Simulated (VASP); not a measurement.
Input:

```
Te
1.0
    2.46702    -4.27300     0.00000
    2.46702     4.27300     0.00000
    0.00000     0.00000     6.18991
Te
3
Direct
  0.00000   0.25321   0.66667
  0.74679   0.74679   0.00000
  0.25321   0.00000   0.33333
```

The numbers are results of vdW-DF2, VASP's PBE PAW potentials (set 64) (plane waves; VASP), not measurements. Settings: 520 eV cut-off, 5×5×4 Γ-centred mesh, Gaussian smearing of 0.050 eV, potentials Te.

Q: The ions and cell shape at fixed volume are relaxed. Predict the relaxed structure.

A: 
```
Te
1.0
    2.49296    -4.31793     0.00000
    2.49296     4.31793     0.00000
    0.00000     0.00000     6.06176
Te
3
Direct
  0.00000   0.24388   0.66667
  0.75612   0.75612   0.00000
  0.24388   0.00000   0.33333
```
Space group P3_121 (152), at a tolerance of 0.03 Å.

Q: How much energy does the relaxation gain?

A: The energy (σ→0) changes by -8.5 meV/atom, in 4 ionic steps.

The compound is Te in the trig structure. This cell is one point of a volume scan, at 1.06 of the reference volume. Symmetry was kept, so distortions that lower it aren't found.
